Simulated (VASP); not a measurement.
GaN (wurtzite):

```
CELL_PARAMETERS angstrom
      1.59500    -2.76262     0.00000
      1.59500     2.76262     0.00000
      0.00000     0.00000     5.19000
ATOMIC_POSITIONS crystal
  Ga 0.66667 0.33333 0.50000
  Ga 0.33333 0.66667 0.00000
  N  0.66667 0.33333 0.87700
  N  0.33333 0.66667 0.37700
```

The lowest empty band near Γ, direction in plane, from mBJ (TB09) with spin-orbit coupling in VASP (PAW); its two spin partners are averaged. The gap over the points computed is 3.09 eV, and the next band on that side lies 2.57 eV away at the edge.

Settings: 520 eV cut-off, 9×9×5 Γ-centred mesh, Gaussian smearing of 0.050 eV, potentials Ga_d N.

```json
[
 {"distance from the edge in k (1/Å)": "0.018", "distance in energy (meV)": "5.1"},
 {"distance from the edge in k (1/Å)": "0.025", "distance in energy (meV)": "9.7"},
 {"distance from the edge in k (1/Å)": "0.035", "distance in energy (meV)": "19.0"},
 {"distance from the edge in k (1/Å)": "0.050", "distance in energy (meV)": "38.5"},
 {"distance from the edge in k (1/Å)": "0.070", "distance in energy (meV)": "74.4"}
]
```

Question: Fit E(1 + αE) = ħ²k²/2m* (ħ²/2m0 = 3.810 eV Å²) and predict the row at 0.095 1/Å.

Answer: Least squares on the energies gives the electron mass m* = 0.244 m0 and α = 0.40 per eV, and so 134.0 meV. The run gave 134.1 meV, +0.1 meV from the fit.

Left out are points under 3 meV from the edge, since the levels carry 0.1 meV, and points farther than half the way to the next band.

The compound is GaN in the wurtzite structure. The cell was not relaxed at this level.
